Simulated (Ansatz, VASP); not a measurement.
## LaSc: VASP beside Ansatz

Contents of INCAR:

```
PREC = Accurate
ENCUT = 600
EDIFF = 1E-6
ISMEAR = -1
SIGMA = 0.05
LREAL = False
LASPH = True
NELM = 60
ALGO = Normal
ISIF = 3
LWAVE = False
LCHARG = False
GGA = RE
IVDW = 13
IBRION = 2
NSW = 60
EDIFFG = -0.01
```

Contents of KPOINTS:

```
Automatic mesh
0
Gamma
  7 7 7
```

Contents of POSCAR:

```
LaSc
1.0
    3.9480400000      0.0000000000      0.0000000000
    0.0000000000      3.9480400000      0.0000000000
    0.0000000000      0.0000000000      3.9480400000
La Sc
1 1
Direct
    0.0000000000      0.0000000000      0.0000000000
    0.5000000000      0.5000000000      0.5000000000
```

input.yaml

```yaml
crystal:
  lattice:
    - [3.94804, 0.0, 0.0]
    - [0.0, 3.94804, 0.0]
    - [0.0, 0.0, 3.94804]
  atoms:
    - { symbol: La, position: [0.0, 0.0, 0.0] }
    - { symbol: Sc, position: [0.5, 0.5, 0.5] }
hamiltonian:
  xc: revpbe
  pseudopotentials: { kind: paw }
  dispersion: d4
kpoints:
  mp_grid: { grid: [7, 7, 7] }
scf:
  occupations: { method: fermi_dirac, width: 0.05 }
output:
  forces: true
  stress: true
  eigenvalues: true
  write_density: true
  write_potential: true
  elf: true
  volumetric_format: npy
relax:
  f_tol: 0.01
  max_steps: 40
  cell: { stress_tol: 0.05 }
```

The cell was built by a generator and needn't be a form met in nature.

Alike in both runs: task relaxation of cell and atoms; functional revPBE; dispersion D4; k mesh 7 × 7 × 7; occupations fermi-dirac, width 0.05 eV; no spin polarisation.

```csv
,VASP,Ansatz
version,VASP 6.6.1,Ansatz 0.2.0
potentials or method,"VASP PAW PBE potentials, release 64 (La, Sc_sv)",Ansatz PAW
plane-wave cutoff (eV),600,420
valence electrons in the cell,22,22
```

|  | VASP | Ansatz | Ansatz less VASP |
| --- | --- | --- | --- |
| gap on the k mesh at the Fermi level, each at its own relaxed structure (eV) | none | none | - |
| relaxed volume (Å³/atom) | 30.26 | 30.17 | -0.088 |
| relaxed cell length with the largest relative difference (Å) | 3.926 | 3.922 | -0.0038 |
| energy change over the relaxation (meV/atom) | -1 | -1 | -0.3 |

A gap of «none» marks a metal or a gap that the smearing closes.

Caveats: pairwise dispersion overbinds metals, which lowers pressure and volume; the PAW data sets were made with another functional, which shifts forces and pressure a little (VASP); the plane-wave basis is chosen anew once the cell has moved, so the energies of steps on either side of that aren't comparable (Ansatz); the PAW data sets come from PBE, with cores solved anew for the run's functional, which leaves a small shift of forces and pressure (Ansatz). The runs have no spin-orbit coupling, so splittings on La are missing.
